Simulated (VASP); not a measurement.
Level of theory: PBE GGA, VASP's PBE PAW potentials (set 64) (plane waves; VASP).

A VASP calculation is set up with these files.

POSCAR:
```
NiSb
1
    1.9458904856    -3.3703813520     0.0000000000
    1.9458904856     3.3703813520     0.0000000000
    0.0000000000     0.0000000000     5.0596890711
Ni Sb
2 2
Direct
  0.0000000000   0.0000000000   0.5000000000
  0.0000000000   0.0000000000   0.0000000000
  0.3333330000   0.6666670000   0.2500000000
  0.6666670000   0.3333330000   0.7500000000
```

KPOINTS:
```
Automatic
0
G
9 9 6
0 0 0
```

### INCAR
```
SYSTEM = NiSb
PREC = Accurate; ENCUT = 520; LREAL = .FALSE.
LASPH = .TRUE.
EDIFF = 1E-7; NELM = 100; ALGO = Normal
LMAXMIX = 4
ISMEAR = 1; SIGMA = 0.1
GGA = PE
IBRION = 2; NSW = 30; ISIF = 4
EDIFFG = -0.01
LWAVE = .FALSE.; LCHARG = .FALSE.
```

POTCAR, in this order: Ni Sb (PBE.64 set). Program: vasp_std.

Output of the run:

File OSZICAR:
```
       N       E                     dE             d eps       ncg     rms          rms(c)
DAV:   1     0.171863662812E+03    0.17186E+03   -0.12607E+04  1824   0.164E+03
DAV:   2    -0.123182402938E+02   -0.18418E+03   -0.17942E+03  1833   0.324E+02
DAV:   3    -0.213708703625E+02   -0.90526E+01   -0.87442E+01  2092   0.893E+01
DAV:   4    -0.216214190241E+02   -0.25055E+00   -0.24895E+00  2083   0.138E+01
DAV:   5    -0.216289734087E+02   -0.75544E-02   -0.75504E-02  2229   0.254E+00    0.135E+01
DAV:   6    -0.238796922943E+02   -0.22507E+01   -0.33401E+01  1986   0.106E+02    0.164E+01
DAV:   7    -0.202277099693E+02    0.36520E+01   -0.12633E+01  1974   0.749E+01    0.410E+00
DAV:   8    -0.202832839216E+02   -0.55574E-01   -0.14216E+00  2468   0.104E+01    0.266E+00
DAV:   9    -0.202194013804E+02    0.63883E-01   -0.26647E-01  2019   0.903E+00    0.623E-01
DAV:  10    -0.202201301070E+02   -0.72873E-03   -0.87501E-03  1960   0.900E-01    0.460E-01
DAV:  11    -0.202197676619E+02    0.36245E-03   -0.59178E-04  2274   0.220E-01    0.132E-01
DAV:  12    -0.202196218724E+02    0.14579E-03   -0.46978E-04  2598   0.361E-01    0.288E-02
DAV:  13    -0.202196248308E+02   -0.29584E-05   -0.60086E-05  2059   0.666E-02    0.256E-02
DAV:  14    -0.202196241100E+02    0.72080E-06   -0.14627E-06  2441   0.136E-02    0.101E-02
DAV:  15    -0.202196241215E+02   -0.11535E-07   -0.24943E-07  1547   0.385E-03
   1 F= -.20219624E+02 E0= -.20219602E+02  d E =-.202196E+02
```

### OUTCAR
```
------------------------ aborting loop because EDIFF is reached ----------------------------------------
  FORCE on cell =-STRESS in cart. coord.  units (eV):
  Direction    XX          YY          ZZ          XY          YZ          ZX
  --------------------------------------------------------------------------------------
  Total        3.2438308      3.2438311      3.1933936      0.0000000      0.0000000      0.0000000
  in kB       78.3100511     78.3100587     77.0924354      0.0000000      0.0000000      0.0000000
  external PRESSURE =      77.9041817 kB  Pullay stress =       0.0000000 kB
  volume of cell :       66.37
      direct lattice vectors                 reciprocal lattice vectors
     1.945890486 -3.370381352  0.000000000     0.256951768 -0.148351165  0.000000000
     1.945890486  3.370381352  0.000000000     0.256951768  0.148351165  0.000000000
     0.000000000  0.000000000  5.059689071     0.000000000  0.000000000  0.197640603
 POSITION                                       TOTAL-FORCE (eV/Angst)
 -----------------------------------------------------------------------------------
      0.00000      0.00000      2.52984         0.000000      0.000000     -0.000000
      0.00000      0.00000      0.00000         0.000000      0.000000     -0.000000
      1.94589      1.12346      1.26492         0.000000     -0.000000      0.000000
      1.94589     -1.12346      3.79477        -0.000000      0.000000     -0.000000
 -----------------------------------------------------------------------------------
    total drift:                               -0.000000      0.000000      0.000000
  FREE ENERGIE OF THE ION-ELECTRON SYSTEM (eV)
  ---------------------------------------------------
  free  energy   TOTEN  =       -20.2196241215 eV

  energy  without entropy=      -20.2195591563  energy(sigma->0) =      -20.21960247

 reached required accuracy - stopping structural energy minimisation
```
(Selected blocks of OUTCAR.)

**OUTCAR**
```
 val. band max:       10.5272557631   @ k =   0.1111   0.1111   0.5000

 cond. band min:      10.5363026393   @ k =   0.2222  -0.0000   0.3333


 Fermi energy:        10.5310517330

 k-point     1 :       0.0000    0.0000    0.0000
  band No.  band energies     occupation
      1      -2.7335      2.00000
      2       2.0579      2.00000
      3       4.0687      2.00000
      4       6.4249      2.00000
      5       6.4249      2.00000
      6       7.2045      2.00000
      7       7.8101      2.00000
      8       7.8101      2.00000
      9       8.3047      2.00000
     10       8.3047      2.00000
     11       9.1283      2.00000
     12       9.1283      2.00000
     13      10.5045      1.43215
     14      11.1244     -0.00000
     15      11.1244     -0.00000
     16      13.0840      0.00000
     17      13.0840      0.00000
     18      13.6793      0.00000
     19      14.7361      0.00000

 k-point     2 :       0.1111    0.0000    0.0000
  band No.  band energies     occupation
      1      -2.5735      2.00000
      2       2.0440      2.00000
      3       4.2478      2.00000
      4       6.3864      2.00000
      5       6.4602      2.00000
      6       7.1451      2.00000
      7       7.6911      2.00000
      8       7.7456      2.00000
      9       8.2097      2.00000
     10       8.3342      2.00000
     11       9.1190      2.00000
     12       9.1294      2.00000
     13      10.0678      2.00000
     14      10.4515      1.97782
     15      10.5863      0.20496
     16      12.3977     -0.00000
     17      13.5748      0.00000
     18      14.4485      0.00000
     19      14.9979      0.00000

 k-point     3 :       0.2222   -0.0000    0.0000
  band No.  band energies     occupation
      1      -2.1013      2.00000
      2       1.9479      2.00000
      3       4.7728      2.00000
      4       6.0446      2.00000
      5       6.5601      2.00000
      6       6.9092      2.00000
      7       7.4769      2.00000
...
```

Unless said otherwise, spin-orbit coupling is left out, though it shifts the bands of the heavy elements here.

The compound is NiSb in the NiAs type structure. This cell is one point of a volume scan, at 0.94 of the reference volume. The run is not spin-polarised, so no magnetic state was tried.
